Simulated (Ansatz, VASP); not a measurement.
ZnSb2C: VASP beside Ansatz

Contents of INCAR:

```
  PREC = Accurate
  ENCUT = 520
  EDIFF = 1E-6
  ISMEAR = -1
  SIGMA = 0.02
  LREAL = False
  LASPH = True
  NELM = 80
  ALGO = Normal
  ISIF = 2
  LWAVE = False
  LCHARG = False
  GGA = PS
  NBANDS = 21
```

File KPOINTS:

```
Automatic mesh
0
Gamma
  3 3 3
```

POSCAR

```
ZnSb2C
1.0
    3.8273790815      0.0000000000      0.0000000000
    0.0000000000      3.8273790815      0.0000000000
    0.0000000000      0.0000000000      5.9708967051
Zn Sb C
1 2 1
Direct
    0.0000000000      0.0000000000      0.0000000000
    0.0000000000      0.5000000000      0.2909733445
    0.5000000000      0.0000000000      0.7090266555
    0.5000000000      0.5000000000      0.5000000000
```

Input for Ansatz:

```yaml
crystal:
  lattice:
    - [3.8273790815, 0.0, 0.0]
    - [0.0, 3.8273790815, 0.0]
    - [0.0, 0.0, 5.9708967051]
  atoms:
    - { symbol: Zn, position: [0.0, 0.0, 0.0] }
    - { symbol: Sb, position: [0.0, 0.5, 0.2909733445] }
    - { symbol: C, position: [0.5, 0.5, 0.5] }
    - { symbol: Sb, position: [0.5, 0.0, 0.7090266555] }
kpoints:
  mp_grid: { grid: [3, 3, 3] }
hamiltonian:
  xc: pbesol
scf:
  occupations: { method: fermi_dirac, width: 0.02 }
  n_extra_bands: 5
output:
  forces: true
  stress: true
  eigenvalues: true
```

Alike in both runs: task single point; functional PBEsol; k mesh 3 × 3 × 3; occupations fermi-dirac, width 0.02 eV; no spin polarisation.

```csv
,VASP,Ansatz
version,VASP 6.6.1,Ansatz 0.2.0
potentials or method,"VASP PAW PBE potentials, release 64 (Zn, Sb, C)",plane waves
plane-wave cutoff (eV),520,420
valence electrons in the cell,26,46
```

VASP gave:

| Quantity | Value |
| --- | --- |
| pressure (GPa) | -0.2 |
| largest component of the traceless stress (GPa) | 1.25 |
| rms of the force components (eV/Å) | 0.379 |

Question: What did Ansatz give for the same quantities?

Answer: Pressure (GPa): -0.4; largest component of the traceless stress (GPa): 1.25; rms of the force components (eV/Å): 0.382.

The two sets of potentials don't hold the same shells in valence.

Caveats: the k mesh is coarse (spacing up to 0.55 Å⁻¹), so the values aren't converged; the PAW data sets were made with another functional, which shifts forces and pressure a little (VASP). Spin-orbit coupling is left out, which matters for the levels of Sb.
